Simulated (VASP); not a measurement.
OSZICAR of a VASP run on SnTe (rock salt):

**OSZICAR**
```
       N       E                     dE             d eps       ncg     rms          rms(c)
DAV:   1     0.120902770075E+03    0.12090E+03   -0.96460E+03   566   0.158E+03
DAV:   2     0.322323106709E+01   -0.11768E+03   -0.11570E+03   608   0.360E+02
DAV:   3    -0.676498972734E+01   -0.99882E+01   -0.98786E+01   746   0.958E+01
DAV:   4    -0.702415224951E+01   -0.25916E+00   -0.25905E+00   630   0.170E+01
DAV:   5    -0.703587803141E+01   -0.11726E-01   -0.11726E-01   814   0.340E+00    0.391E+00
DAV:   6    -0.696157589250E+01    0.74302E-01   -0.19689E-01   672   0.309E+00    0.246E+00
DAV:   7    -0.696431982673E+01   -0.27439E-02   -0.65346E-02   668   0.136E+00    0.900E-01
DAV:   8    -0.696613040237E+01   -0.18106E-02   -0.81946E-03   584   0.853E-01    0.169E-01
DAV:   9    -0.696626626861E+01   -0.13587E-03   -0.75518E-04   714   0.292E-01    0.529E-02
DAV:  10    -0.696633496231E+01   -0.68694E-04   -0.14441E-04   590   0.915E-02    0.248E-02
DAV:  11    -0.696635442567E+01   -0.19463E-04   -0.62874E-05   598   0.629E-02    0.202E-02
DAV:  12    -0.696635460045E+01   -0.17477E-06   -0.30766E-06   710   0.126E-02
   1 F= -.69663546E+01 E0= -.69663546E+01  d E =-.696635E+01
       N       E                     dE             d eps       ncg     rms          rms(c)
DAV:   1    -0.696670235189E+01   -0.34793E-03   -0.81717E-03   680   0.144E+00    0.108E-01
DAV:   2    -0.696641246500E+01    0.28989E-03   -0.48634E-04   680   0.367E-01    0.465E-02
DAV:   3    -0.696634300040E+01    0.69465E-04   -0.22120E-04   692   0.226E-01    0.921E-03
DAV:   4    -0.696634281110E+01    0.18930E-06   -0.54407E-06   574   0.251E-02
   2 F= -.69663428E+01 E0= -.69663428E+01  d E =0.117893E-04
       N       E                     dE             d eps       ncg     rms          rms(c)
DAV:   1    -0.696650996072E+01   -0.16696E-03   -0.34984E-03   680   0.948E-01    0.703E-02
DAV:   2    -0.696638848490E+01    0.12148E-03   -0.20995E-04   680   0.241E-01    0.307E-02
DAV:   3    -0.696635738409E+01    0.31101E-04   -0.95263E-05   686   0.149E-01    0.616E-03
DAV:   4    -0.696635564396E+01    0.17401E-05   -0.23187E-06   442   0.166E-02    0.506E-03
DAV:   5    -0.696635418835E+01    0.14556E-05   -0.36452E-07   280   0.558E-03    0.104E-03
DAV:   6    -0.696635416769E+01    0.20665E-07   -0.87271E-08   280   0.438E-03
   3 F= -.69663542E+01 E0= -.69663542E+01  d E =0.432760E-06
```

**Question.** Which electronic solver shows in the log?

**Answer.** It is blocked Davidson (ALGO = Normal, or the opening steps of other solvers). The INCAR had ALGO = Normal.

**Question.** Can the final energy be trusted as converged?

**Answer.** Self-consistency was reached. It stopped with EDIFF = 1E-6, NELM = 100, NSW = 60 and EDIFFG = -0.01 after 3 ionic steps (revPBE GGA, plane waves, VASP's PBE PAW potentials (set 64)).

The compound is SnTe in the rock salt structure, which distorts at low temperature. This run relaxes it. Symmetry was kept, so distortions that lower it aren't found. The start is the result of an earlier pass.
